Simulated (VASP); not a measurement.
Computed with rev-vdW-DF2, VASP's PBE PAW potentials (set 64) (plane waves; VASP).

Input for VASP

**POSCAR**
```
KBr
4.6496740
  0.0000000000   0.7071067598   0.7071067598
  0.7071067598   0.0000000000   0.7071067598
  0.7071067598   0.7071067598   0.0000000000
K Br
1 1
direct
  0.0000000000   0.0000000000   0.0000000000
  0.5000000000   0.5000000000   0.5000000000
```

**INCAR**
```
AGGAC=0.0
ALGO=Normal
EDIFF=1E-7
ENCUT=520
GGA=MK
ICHARG=11
ISMEAR=0
LASPH=.True.
LCHARG=.False.
LMAXMIX=4
LORBIT=11
LREAL=.False.
LUSE_VDW=.True.
LWAVE=.False.
NELM=100
PARAM1=0.1234568
PARAM2=0.7114
PREC=Accurate
SIGMA=0.05
SYSTEM=KBr
ZAB_VDW=-1.8867
```

KPOINTS:
```
k-points along high-symmetry lines
15
Line-mode
Reciprocal
  0.000000   0.000000   0.000000 ! GAMMA
  0.500000   0.000000   0.500000 ! X

  0.500000   0.000000   0.500000 ! X
  0.625000   0.250000   0.625000 ! U

  0.375000   0.375000   0.750000 ! K
  0.000000   0.000000   0.000000 ! GAMMA

  0.000000   0.000000   0.000000 ! GAMMA
  0.500000   0.500000   0.500000 ! L

  0.500000   0.500000   0.500000 ! L
  0.500000   0.250000   0.750000 ! W

  0.500000   0.250000   0.750000 ! W
  0.500000   0.000000   0.500000 ! X
```

POTCAR, in this order: K_sv Br (PBE.64 set). Program: vasp_std. Read from the step before: CHGCAR.

Output of the run:

File OSZICAR:
```
       N       E                     dE             d eps       ncg     rms          rms(c)
DAV:   1     0.105370929608E+03    0.10537E+03   -0.71106E+03  2160   0.117E+03
DAV:   2     0.463275385395E+01   -0.10074E+03   -0.93331E+02  2600   0.266E+02
DAV:   3    -0.210443702940E+01   -0.67372E+01   -0.66585E+01  2808   0.624E+01
DAV:   4    -0.239816944403E+01   -0.29373E+00   -0.29341E+00  3800   0.114E+01
DAV:   5    -0.240028808423E+01   -0.21186E-02   -0.21186E-02  2800   0.950E-01
DAV:   6    -0.240033430523E+01   -0.46221E-04   -0.46220E-04  3092   0.101E-01
DAV:   7    -0.240033481041E+01   -0.50518E-06   -0.50524E-06  3092   0.130E-02
DAV:   8    -0.240033481737E+01   -0.69599E-08   -0.69121E-08  2244   0.153E-03
   1 F= -.24003348E+01 E0= -.24003348E+01  d E =-.235018E-11
```

**OUTCAR**
```
 val. band max:       -1.7966332365   @ k =   0.0000   0.0000   0.0000

 cond. band min:       2.4894186790   @ k =   0.0000   0.0000   0.0000



 k-point     1 :       0.0000    0.0000    0.0000
  band No.  band energies     occupation
      1     -29.4621      2.00000
      2     -14.1264      2.00000
      3     -13.0061      2.00000
      4     -13.0061      2.00000
      5     -13.0061      2.00000
      6      -1.7966      2.00000
      7      -1.7966      2.00000
      8      -1.7966      2.00000
      9       2.4894      0.00000
     10       5.6885      0.00000
     11       5.6885      0.00000
     12       5.6885      0.00000

 k-point     2 :       0.0357    0.0000    0.0357
  band No.  band energies     occupation
      1     -29.4620      2.00000
      2     -14.1299      2.00000
      3     -13.0066      2.00000
      4     -13.0066      2.00000
      5     -13.0007      2.00000
      6      -1.8281      2.00000
      7      -1.8015      2.00000
      8      -1.8015      2.00000
      9       2.5368      0.00000
     10       5.6483      0.00000
     11       5.7218      0.00000
     12       5.7218      0.00000

 k-point     3 :       0.0714    0.0000    0.0714
  band No.  band energies     occupation
      1     -29.4617      2.00000
      2     -14.1391      2.00000
      3     -13.0080      2.00000
      4     -13.0080      2.00000
      5     -12.9861      2.00000
      6      -1.9153      2.00000
      7      -1.8156      2.00000
      8      -1.8156      2.00000
      9       2.6714      0.00000
     10       5.5363      0.00000
     11       5.8209      0.00000
     12       5.8209      0.00000

 k-point     4 :       0.1071    0.0000    0.1071
  band No.  band energies     occupation
      1     -29.4612      2.00000
      2     -14.1516      2.00000
      3     -13.0103      2.00000
      4     -13.0103      2.00000
      5     -12.9657      2.00000
      6      -2.0401      2.00000
      7      -1.8378      2.00000
...
```

The density is held fixed in this step, so its total energy and stress have no physical meaning.

The compound is KBr in the rock salt structure. It was relaxed first.
